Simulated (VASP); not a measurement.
Method: TPSS meta-GGA, VASP's PBE PAW potentials (set 64) (plane waves; VASP).

Input for VASP

**POSCAR**
```
C
1
    1.2205847238    -2.1141142651     0.0000000000
    1.2205847238     2.1141142651     0.0000000000
    0.0000000000     0.0000000000     8.6797490536
C
4
Direct
  0.0000000000   0.0000000000   0.2500000000
  0.0000000000   0.0000000000   0.7500000000
  0.3333330000   0.6666670000   0.2500000000
  0.6666670000   0.3333330000   0.7500000000
```

### KPOINTS
```
Automatic mesh
0
Gamma
10 10 3
0 0 0
```

**INCAR**
```
# general
SYSTEM  = C
PREC    = Accurate
ENCUT   = 520
LREAL   = .FALSE.   # projection in real space or not
LASPH   = .TRUE.   # aspherical one-centre terms

# electronic loop
EDIFF   = 1E-7   # SCF stop (eV)
NELM    = 100
ALGO    = Normal
LMIXTAU = .TRUE.

# smearing
ISMEAR  = 0   # Gaussian
SIGMA   = 0.05   # width (eV)

# functional
METAGGA = TPSS

# ions
IBRION  = 2   # conjugate gradients
NSW     = 30
ISIF    = 4   # ions and shape, fixed volume
EDIFFG  = -0.01

# output
LWAVE   = .FALSE.
LCHARG  = .FALSE.
```

POTCAR, in this order: C (PBE.64 set). Program: vasp_std.

What VASP printed:

**OUTCAR**
```
 ion  position               nearest neighbor table
   1  0.000  0.000  0.250-   3 1.41   3 1.41   3 1.41
   2  0.000  0.000  0.750-   4 1.41   4 1.41   4 1.41
   3  0.333  0.667  0.250-   1 1.41   1 1.41   1 1.41
   4  0.667  0.333  0.750-   2 1.41   2 1.41   2 1.41
  LATTYP: Found a hexagonal cell.
 ALAT       =     2.4411690220
 C/A-ratio  =     3.5555707022
 Subroutine PRICEL returns:
 Original cell was already a primitive cell.
 Subroutine GETGRP returns: Found 24 space group operations
The static configuration has the point symmetry D_3d.
 The point group associated with its full space group is D_6h.
The dynamic configuration has the point symmetry D_3d.
 Subroutine INISYM returns: Found 24 space group operations
 Subroutine IBZKPT returns following result:
 Found     28 irreducible k-points:

 Following reciprocal coordinates:
            Coordinates               Weight
  0.000000  0.000000  0.000000      1.000000
  0.100000 -0.000000  0.000000      6.000000
  0.200000 -0.000000  0.000000      6.000000
  0.300000 -0.000000  0.000000      6.000000
  0.400000 -0.000000  0.000000      6.000000
...
```

File OSZICAR:
```
       N       E                     dE             d eps       ncg     rms          rms(c)
DAV:   1     0.785395261031E+02    0.78540E+02   -0.82639E+03   672   0.128E+03
DAV:   2    -0.289656909114E+02   -0.10751E+03   -0.97040E+02   984   0.274E+02
DAV:   3    -0.346370333322E+02   -0.56713E+01   -0.56059E+01   820   0.638E+01
DAV:   4    -0.347094237441E+02   -0.72390E-01   -0.72321E-01   860   0.842E+00
DAV:   5    -0.347107913550E+02   -0.13676E-02   -0.13675E-02   848   0.113E+00    0.778E+00
DAV:   6    -0.417974762483E+02   -0.70867E+01   -0.19607E+01   676   0.642E+01    0.597E+00
DAV:   7    -0.419960357236E+02   -0.19856E+00   -0.29583E+00   728   0.238E+01    0.228E+00
DAV:   8    -0.423343101062E+02   -0.33827E+00   -0.10511E+00   776   0.918E+00    0.163E+00
DAV:   9    -0.422084093356E+02    0.12590E+00   -0.15604E-01   760   0.485E+00    0.117E+00
DAV:  10    -0.424235994169E+02   -0.21519E+00   -0.17804E-01   712   0.438E+00    0.235E-01
DAV:  11    -0.424336557003E+02   -0.10056E-01   -0.22525E-02   788   0.184E+00    0.993E-02
DAV:  12    -0.424481020174E+02   -0.14446E-01   -0.21487E-03   768   0.556E-01    0.629E-02
DAV:  13    -0.424440482837E+02    0.40537E-02   -0.19239E-03   724   0.387E-01    0.191E-02
DAV:  14    -0.424464315871E+02   -0.23833E-02   -0.74489E-04   792   0.248E-01    0.139E-02
DAV:  15    -0.424465274893E+02   -0.95902E-04   -0.12630E-04   780   0.156E-01    0.142E-02
DAV:  16    -0.424466592103E+02   -0.13172E-03   -0.60878E-05   768   0.913E-02    0.365E-03
DAV:  17    -0.424466704172E+02   -0.11207E-04   -0.36749E-06   836   0.230E-02    0.212E-03
DAV:  18    -0.424466731686E+02   -0.27515E-05   -0.35241E-07   816   0.607E-03    0.109E-03
DAV:  19    -0.424466731855E+02   -0.16804E-07   -0.12678E-07   580   0.432E-03
   1 F= -.42446673E+02 E0= -.42446673E+02  d E =-.424467E+02
       N       E                     dE             d eps       ncg     rms          rms(c)
DAV:   1    -0.425647577066E+02   -0.11808E+00   -0.40261E+00   672   0.173E+01    0.119E+00
DAV:   2    -0.424910708492E+02    0.73687E-01   -0.81572E-02   720   0.223E+00    0.681E-01
DAV:   3    -0.424602232792E+02    0.30848E-01   -0.53495E-02   740   0.200E+00    0.168E-01
DAV:   4    -0.424653346961E+02   -0.51114E-02   -0.19800E-02   712   0.142E+00    0.110E-01
DAV:   5    -0.424709595966E+02   -0.56249E-02   -0.85429E-03   712   0.979E-01    0.482E-02
DAV:   6    -0.424719508141E+02   -0.99122E-03   -0.79230E-04   800   0.332E-01    0.112E-02
DAV:   7    -0.424720775566E+02   -0.12674E-03   -0.17211E-04   712   0.165E-01    0.942E-03
DAV:   8    -0.424722511078E+02   -0.17355E-03   -0.59472E-05   716   0.807E-02    0.208E-03
DAV:   9    -0.424722520162E+02   -0.90839E-06   -0.15586E-06   848   0.135E-02    0.133E-03
DAV:  10    -0.424722530250E+02   -0.10088E-05   -0.36726E-07   784   0.578E-03    0.850E-04
DAV:  11    -0.424722532454E+02   -0.22037E-06   -0.39454E-07   760   0.599E-03    0.288E-04
DAV:  12    -0.424722533353E+02   -0.89884E-07   -0.14342E-08   480   0.139E-03
   2 F= -.42472253E+02 E0= -.42472253E+02  d E =-.255801E-01
       N       E                     dE             d eps       ncg     rms          rms(c)
DAV:   1    -0.424740609675E+02   -0.18077E-02   -0.57349E-02   672   0.205E+00    0.141E-01
DAV:   2    -0.424730012354E+02    0.10597E-02   -0.11910E-03   720   0.267E-01    0.814E-02
DAV:   3    -0.424725423200E+02    0.45892E-03   -0.82352E-04   740   0.241E-01    0.202E-02
DAV:   4    -0.424725993096E+02   -0.56990E-04   -0.21298E-04   736   0.155E-01    0.131E-02
DAV:   5    -0.424727099762E+02   -0.11067E-03   -0.98665E-05   704   0.114E-01    0.776E-03
DAV:   6    -0.424727275702E+02   -0.17594E-04   -0.11290E-05   764   0.382E-02    0.114E-03
DAV:   7    -0.424727297923E+02   -0.22221E-05   -0.17031E-06   748   0.160E-02    0.145E-03
DAV:   8    -0.424727304061E+02   -0.61380E-06   -0.59179E-07   704   0.976E-03    0.182E-04
DAV:   9    -0.424727306146E+02   -0.20852E-06   -0.15313E-08   540   0.146E-03    0.925E-05
DAV:  10    -0.424727305338E+02    0.80850E-07   -0.60053E-09   440   0.683E-04
   3 F= -.42472731E+02 E0= -.42472731E+02  d E =-.260573E-01
```

**OUTCAR**
```
------------------------ aborting loop because EDIFF is reached ----------------------------------------
  FORCE on cell =-STRESS in cart. coord.  units (eV):
  Direction    XX          YY          ZZ          XY          YZ          ZX
  --------------------------------------------------------------------------------------
  Total        0.0667077      0.0667077      0.0682709      0.0000000      0.0000000      0.0000000
  in kB        2.3859054      2.3859042      2.4418133      0.0000000      0.0000000      0.0000000
  external PRESSURE =       2.4045410 kB  Pullay stress =       0.0000000 kB
  volume of cell :       44.80
      direct lattice vectors                 reciprocal lattice vectors
     1.232454224 -2.134672809 -0.000000000     0.405694581 -0.234227933 -0.000000000
     1.232454224  2.134672809 -0.000000000     0.405694581  0.234227933 -0.000000000
     0.000000000  0.000000000  8.513368661     0.000000000 -0.000000000  0.117462316
 POSITION                                       TOTAL-FORCE (eV/Angst)
 -----------------------------------------------------------------------------------
      0.00000      0.00000      2.12834        -0.000000      0.000000     -0.000000
      0.00000      0.00000      6.38503         0.000000     -0.000000      0.000000
      1.23245      0.71156      2.12834        -0.000000      0.000000     -0.000000
      1.23245     -0.71156      6.38503         0.000000      0.000000      0.000000
 -----------------------------------------------------------------------------------
    total drift:                                0.000000     -0.000000      0.000000
  FREE ENERGIE OF THE ION-ELECTRON SYSTEM (eV)
  ---------------------------------------------------
  free  energy   TOTEN  =       -42.4727305338 eV

  energy  without entropy=      -42.4727305338  energy(sigma->0) =      -42.47273053

 reached required accuracy - stopping structural energy minimisation
```
(Selected blocks of OUTCAR.)

CONTCAR:
```
C
   1.00000000000000
     1.2324542238526039   -2.1346728085820552   -0.0000000000000000
     1.2324542238526039    2.1346728085820552   -0.0000000000000000
     0.0000000000000000    0.0000000000000000    8.5133686614101656
  C
     4
Direct
     0.0000000000000000    0.0000000000000000    0.2500000000000000
     0.0000000000000000    0.0000000000000000    0.7500000000000000
     0.3333330000000032    0.6666669999999968    0.2500000000000000
     0.6666669999999968    0.3333330000000032    0.7500000000000000
```

Without a dispersion term in the relaxation, distances and binding between the weakly bound layers, chains or molecules are unreliable, and so is what depends on them.

The compound is C in the graphite structure. This cell is one point of a volume scan, at 0.97 of the reference volume. Symmetry was kept, so distortions that lower it aren't found.
